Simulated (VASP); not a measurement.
Consider the following.

```
GdN
1.0
    0.00000     2.53980     2.53980
    2.53980     0.00000     2.53980
    2.53980     2.53980     0.00000
Gd N
1 1
Direct
  0.00000   0.00000   0.00000
  0.50000   0.50000   0.50000
```

These are PBE GGA, VASP's PBE PAW potentials (set 64) (plane waves; VASP 6.6.1) values and carry that method's errors. Numerical set-up: 520 eV cut-off, 8×8×8 Γ-centred mesh, Gaussian smearing of 0.050 eV, potentials Gd_3 N.

The 4f electrons are frozen in the core of the lanthanide potential, so 4f levels, which can set the real gap, and their magnetism are missing.

### Question
Estimate the energy per atom (σ→0), pressure, band gap (on the k-mesh) with the smallest direct gap where there is one.

### Answer

```
Quantity                                     Result
-----------------------------------  --------------
band gap (on the k-mesh)                    0.09 eV
smallest direct gap (on the k-mesh)         0.39 eV
energy per atom (σ→0)                -8057 meV/atom
pressure                                  -8.04 GPa
```

Total energies compare only between runs with the same potentials, cut-off and functional.

The compound is GdN in the rock salt structure. The cell was not relaxed at this level.
